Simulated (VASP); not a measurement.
All values below come from MS2 meta-GGA, VASP's PBE PAW potentials (set 64) (plane waves; VASP).

A VASP calculation is set up with these files.

### POSCAR
```
CdSe
1
    2.1622727506    -3.7451660235     0.0000000000
    2.1622727506     3.7451660235     0.0000000000
    0.0000000000     0.0000000000     7.0344088285
Cd Se
2 2
Direct
  0.6666670000   0.3333330000   0.5001200235
  0.3333330000   0.6666670000   0.0001200235
  0.6666670000   0.3333330000   0.8758799765
  0.3333330000   0.6666670000   0.3758799765
```

**KPOINTS**
```
Automatic
0
Gamma
 5 5 3
```

### INCAR
```
SYSTEM = CdSe
PREC = Accurate
ENCUT = 520
EDIFF = 1E-6
NELM = 100
ALGO = Normal
LREAL = .FALSE.
LASPH = .TRUE.
ISMEAR = 0
SIGMA = 0.05
METAGGA = MS2
LMIXTAU = .TRUE.
LMAXMIX = 4
LWAVE = .FALSE.
LCHARG = .FALSE.
IBRION = 2
ISIF = 3
NSW = 60
EDIFFG = -0.02
```

POTCAR, in this order: Cd Se (PBE.64 set). Program: vasp_std.

**Question.** What will the output report for the number of irreducible k-points (NKPTS), largest plane-wave count, number of space-group operations, FFT grid (NGX, NGY, NGZ)?

**Answer.** 
```json
{
 "number of irreducible k-points (NKPTS)": "10",
 "largest_plane_wave_count": "3079",
 "number_of_space_group_operations": "12",
 "FFT grid (NGX, NGY, NGZ)": "32 × 32 × 54"
}
```

The compound is CdSe in the wurtzite structure. This run relaxes it. Symmetry was kept, so distortions that lower it aren't found. The start is the result of an earlier pass.
